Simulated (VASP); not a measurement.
Calculation: SCAN meta-GGA, VASP's PBE PAW potentials (set 64) (plane waves; VASP 6.6.1).

VASP ran on this input.

### INCAR
```
! general
SYSTEM  = Hf
PREC    = Accurate
ENCUT   = 400
LREAL   = .False.
LASPH   = .True.

! electronic loop
EDIFF   = 1E-6
NELM    = 100
ALGO    = Normal
LMAXMIX = 6
LMIXTAU = .True.

! smearing
ISMEAR  = 1
SIGMA   = 0.1

! functional
METAGGA = SCAN

! ions
IBRION  = 2
NSW     = 60
ISIF    = 3
EDIFFG  = -0.01

! output
LWAVE   = .False.
LCHARG  = .False.
```

**POSCAR**
```
Hf
1.0
  3.2300000000   0.0000000000   0.0000000000
 -1.6150000000   2.7972620000   0.0000000000
  0.0000000000   0.0000000000   5.1200000000
Hf
2
Direct
  0.3333330000   0.6666670000   0.2500000000
  0.6666670000   0.3333330000   0.7500000000
```

File KPOINTS:
```
Automatic mesh
0
Gamma
12 12 7
0 0 0
```

POTCAR, in this order: Hf_pv (PBE.64 set). Program: vasp_std.

What VASP printed:

**OSZICAR**
```
...
DAV:  14    -0.125329585546E+03   -0.12811E-05   -0.39204E-07  1268   0.766E-03    0.201E-03
DAV:  15    -0.125329585074E+03    0.47206E-06   -0.13241E-07  1220   0.339E-03
   2 F= -.12532959E+03 E0= -.12532907E+03  d E =0.370155E-01
       N       E                     dE             d eps       ncg     rms          rms(c)
DAV:   1    -0.126036952995E+03   -0.70737E+00   -0.15523E+01  2128   0.357E+01    0.103E+01
DAV:   2    -0.125604803650E+03    0.43215E+00   -0.12420E+00  2146   0.102E+01    0.265E+00
DAV:   3    -0.125476794042E+03    0.12801E+00   -0.32763E-01  2152   0.494E+00    0.124E+00
DAV:   4    -0.125451622844E+03    0.25171E-01   -0.10938E-01  2260   0.347E+00    0.670E-01
DAV:   5    -0.125460206290E+03   -0.85834E-02   -0.59532E-02  2134   0.279E+00    0.100E+00
DAV:   6    -0.125446764320E+03    0.13442E-01   -0.19685E-02  2176   0.142E+00    0.642E-02
DAV:   7    -0.125447699905E+03   -0.93558E-03   -0.30790E-03  2332   0.642E-01    0.146E-01
DAV:   8    -0.125447819657E+03   -0.11975E-03   -0.35491E-04  2578   0.216E-01    0.462E-02
DAV:   9    -0.125447666188E+03    0.15347E-03   -0.41574E-04  2224   0.250E-01    0.242E-02
DAV:  10    -0.125447682114E+03   -0.15925E-04   -0.11079E-04  2236   0.121E-01    0.455E-03
DAV:  11    -0.125447690125E+03   -0.80115E-05   -0.53857E-06  2584   0.281E-02    0.242E-03
DAV:  12    -0.125447679710E+03    0.10416E-04   -0.38527E-06  2272   0.244E-02    0.460E-03
DAV:  13    -0.125447684587E+03   -0.48777E-05   -0.67275E-07  1238   0.985E-03    0.241E-03
DAV:  14    -0.125447681465E+03    0.31223E-05   -0.70982E-08  1184   0.307E-03    0.897E-04
DAV:  15    -0.125447683622E+03   -0.21569E-05   -0.19580E-08  1172   0.175E-03    0.142E-04
DAV:  16    -0.125447683068E+03    0.55371E-06   -0.15028E-08  1172   0.139E-03
   3 F= -.12544768E+03 E0= -.12544756E+03  d E =-.810825E-01
       N       E                     dE             d eps       ncg     rms          rms(c)
DAV:   1    -0.125447853811E+03   -0.17019E-03   -0.44591E-03  2152   0.602E-01    0.170E-01
DAV:   2    -0.125447740461E+03    0.11335E-03   -0.34503E-04  2164   0.178E-01    0.441E-02
DAV:   3    -0.125447705401E+03    0.35060E-04   -0.10703E-04  2182   0.926E-02    0.193E-02
DAV:   4    -0.125447704810E+03    0.59143E-06   -0.28758E-05  2242   0.598E-02    0.118E-02
DAV:   5    -0.125447698479E+03    0.63307E-05   -0.25529E-05  2170   0.596E-02    0.161E-02
DAV:   6    -0.125447696142E+03    0.23376E-05   -0.84368E-06  2200   0.293E-02    0.156E-03
DAV:   7    -0.125447698180E+03   -0.20384E-05   -0.13879E-06  1684   0.145E-02    0.255E-03
DAV:   8    -0.125447697413E+03    0.76711E-06   -0.16291E-07  1136   0.459E-03
   4 F= -.12544770E+03 E0= -.12544757E+03  d E =-.810969E-01
       N       E                     dE             d eps       ncg     rms          rms(c)
DAV:   1    -0.125448407080E+03   -0.70890E-03   -0.43348E-02  2140   0.177E+00    0.178E-01
DAV:   2    -0.125447880032E+03    0.52705E-03   -0.91548E-04  2826   0.264E-01    0.101E-01
DAV:   3    -0.125447931309E+03   -0.51277E-04   -0.11258E-04  2506   0.113E-01    0.696E-02
DAV:   4    -0.125447873945E+03    0.57363E-04   -0.18006E-04  2878   0.113E-01    0.395E-02
DAV:   5    -0.125447905241E+03   -0.31296E-04   -0.76156E-05  2224   0.951E-02    0.236E-02
DAV:   6    -0.125447895103E+03    0.10138E-04   -0.29421E-05  2392   0.630E-02    0.553E-03
DAV:   7    -0.125447894027E+03    0.10764E-05   -0.35161E-06  2272   0.199E-02    0.537E-03
DAV:   8    -0.125447897438E+03   -0.34111E-05   -0.21502E-06  2288   0.182E-02    0.118E-03
DAV:   9    -0.125447897285E+03    0.15264E-06   -0.40722E-08  1190   0.188E-03
   5 F= -.12544790E+03 E0= -.12544778E+03  d E =-.199872E-03
       N       E                     dE             d eps       ncg     rms          rms(c)
DAV:   1    -0.125448020910E+03   -0.12347E-03   -0.92819E-03  2140   0.820E-01    0.819E-02
DAV:   2    -0.125447905018E+03    0.11589E-03   -0.19620E-04  2826   0.122E-01    0.469E-02
DAV:   3    -0.125447917624E+03   -0.12606E-04   -0.23984E-05  2518   0.522E-02    0.322E-02
DAV:   4    -0.125447902080E+03    0.15544E-04   -0.40577E-05  2866   0.556E-02    0.186E-02
DAV:   5    -0.125447912762E+03   -0.10682E-04   -0.17882E-05  2218   0.473E-02    0.108E-02
DAV:   6    -0.125447907691E+03    0.50715E-05   -0.73476E-06  2344   0.313E-02    0.253E-03
DAV:   7    -0.125447907735E+03   -0.44554E-07   -0.66140E-07  1322   0.854E-03
   6 F= -.12544791E+03 E0= -.12544779E+03  d E =-.210322E-03
       N       E                     dE             d eps       ncg     rms          rms(c)
DAV:   1    -0.125447913519E+03   -0.58283E-05   -0.27762E-04  2152   0.142E-01    0.145E-02
DAV:   2    -0.125447910280E+03    0.32389E-05   -0.58049E-06  2818   0.211E-02    0.783E-03
DAV:   3    -0.125447910539E+03   -0.25871E-06   -0.67171E-07  1376   0.910E-03
   7 F= -.12544791E+03 E0= -.12544780E+03  d E =-.213126E-03
       N       E                     dE             d eps       ncg     rms          rms(c)
DAV:   1    -0.125447923205E+03   -0.12925E-04   -0.15448E-03  2128   0.335E-01    0.317E-02
DAV:   2    -0.125447906993E+03    0.16212E-04   -0.30791E-05  2856   0.483E-02    0.206E-02
DAV:   3    -0.125447908277E+03   -0.12845E-05   -0.37565E-06  2466   0.206E-02    0.146E-02
DAV:   4    -0.125447908002E+03    0.27537E-06   -0.50447E-06  2752   0.168E-02
   8 F= -.12544791E+03 E0= -.12544779E+03  d E =-.210589E-03
       N       E                     dE             d eps       ncg     rms          rms(c)
DAV:   1    -0.125447917592E+03   -0.93146E-05   -0.68511E-04  2140   0.224E-01    0.255E-02
DAV:   2    -0.125447911236E+03    0.63559E-05   -0.14043E-05  2838   0.324E-02    0.115E-02
DAV:   3    -0.125447910828E+03    0.40806E-06   -0.15969E-06  1634   0.143E-02
   9 F= -.12544791E+03 E0= -.12544779E+03  d E =-.213415E-03
       N       E                     dE             d eps       ncg     rms          rms(c)
DAV:   1    -0.125447912186E+03   -0.94982E-06   -0.47930E-05  2206   0.601E-02    0.453E-03
DAV:   2    -0.125447910828E+03    0.13576E-05   -0.18265E-06  2102   0.145E-02    0.508E-03
DAV:   3    -0.125447911093E+03   -0.26505E-06   -0.73723E-07  1226   0.904E-03
  10 F= -.12544791E+03 E0= -.12544780E+03  d E =-.213680E-03
       N       E                     dE             d eps       ncg     rms          rms(c)
DAV:   1    -0.125448293868E+03   -0.38304E-03   -0.93307E-03  2128   0.870E-01    0.247E-01
DAV:   2    -0.125447977124E+03    0.31674E-03   -0.73751E-04  2140   0.261E-01    0.634E-02
DAV:   3    -0.125447883547E+03    0.93576E-04   -0.22793E-04  2140   0.136E-01    0.264E-02
DAV:   4    -0.125447865954E+03    0.17593E-04   -0.58506E-05  2218   0.891E-02    0.164E-02
DAV:   5    -0.125447894365E+03   -0.28411E-04   -0.57542E-05  2140   0.960E-02    0.193E-02
DAV:   6    -0.125447874156E+03    0.20209E-04   -0.16810E-05  2152   0.444E-02    0.292E-03
DAV:   7    -0.125447872155E+03    0.20015E-05   -0.29958E-06  2260   0.211E-02    0.347E-03
DAV:   8    -0.125447872547E+03   -0.39197E-06   -0.61165E-08  1148   0.235E-03
  11 F= -.12544787E+03 E0= -.12544776E+03  d E =0.385465E-04
       N       E                     dE             d eps       ncg     rms          rms(c)
DAV:   1    -0.125447996294E+03   -0.12414E-03   -0.26475E-03  2128   0.463E-01    0.132E-01
DAV:   2    -0.125447933158E+03    0.63136E-04   -0.20561E-04  2140   0.137E-01    0.337E-02
DAV:   3    -0.125447913571E+03    0.19587E-04   -0.63064E-05  2140   0.707E-02    0.149E-02
DAV:   4    -0.125447913856E+03   -0.28454E-06   -0.16659E-05  2236   0.453E-02    0.903E-03
DAV:   5    -0.125447908208E+03    0.56472E-05   -0.15333E-05  2140   0.461E-02    0.127E-02
DAV:   6    -0.125447907392E+03    0.81670E-06   -0.42688E-06  2140   0.208E-02
  12 F= -.12544791E+03 E0= -.12544779E+03  d E =0.370139E-05
```

**OUTCAR**
```
------------------------ aborting loop because EDIFF is reached ----------------------------------------
  FORCE on cell =-STRESS in cart. coord.  units (eV):
  Direction    XX          YY          ZZ          XY          YZ          ZX
  --------------------------------------------------------------------------------------
  Total       -0.0000670     -0.0000670     -0.0018285      0.0000000      0.0000000      0.0000000
  in kB       -0.0024965     -0.0024965     -0.0681045      0.0000000      0.0000000      0.0000000
  external PRESSURE =      -0.0243658 kB  Pullay stress =       0.0000000 kB
  volume of cell :       43.02
      direct lattice vectors                 reciprocal lattice vectors
     3.159933472 -0.000000000  0.000000000     0.316462359  0.182709631  0.000000000
    -1.579966736  2.736582610 -0.000000000     0.000000000  0.365419263 -0.000000000
    -0.000000000  0.000000000  4.974497541    -0.000000000  0.000000000  0.201025328
 POSITION                                       TOTAL-FORCE (eV/Angst)
 -----------------------------------------------------------------------------------
     -0.00000      1.82439      1.24362         0.000000      0.000000      0.000000
      1.57997      0.91219      3.73087        -0.000000     -0.000000      0.000000
 -----------------------------------------------------------------------------------
    total drift:                                0.000063     -0.000036      0.000089
  FREE ENERGIE OF THE ION-ELECTRON SYSTEM (eV)
  ---------------------------------------------------
  free  energy   TOTEN  =      -125.4479073917 eV

  energy  without entropy=     -125.4475589018  energy(sigma->0) =     -125.44779123

 reached required accuracy - stopping structural energy minimisation
```
(Selected blocks of OUTCAR.)

**CONTCAR**
```
Hf
   1.00000000000000
     3.1599334718600960   -0.0000000000000000    0.0000000000000000
    -1.5799667359300480    2.7365826102226936   -0.0000000000000000
    -0.0000000000000000    0.0000000000000000    4.9744975413746761
  Hf
     2
Direct
     0.3333330000000032    0.6666669999999968    0.2500000000000000
     0.6666669999999968    0.3333330000000032    0.7500000000000000
```

Energy and stress use the plane-wave basis of the starting cell.

The structure comes from a measured Hf entry (P6_3/mmc) of the Crystallography Open Database, whose conditions weren't checked. This run relaxes it. Symmetry was kept, so distortions that lower it aren't found.
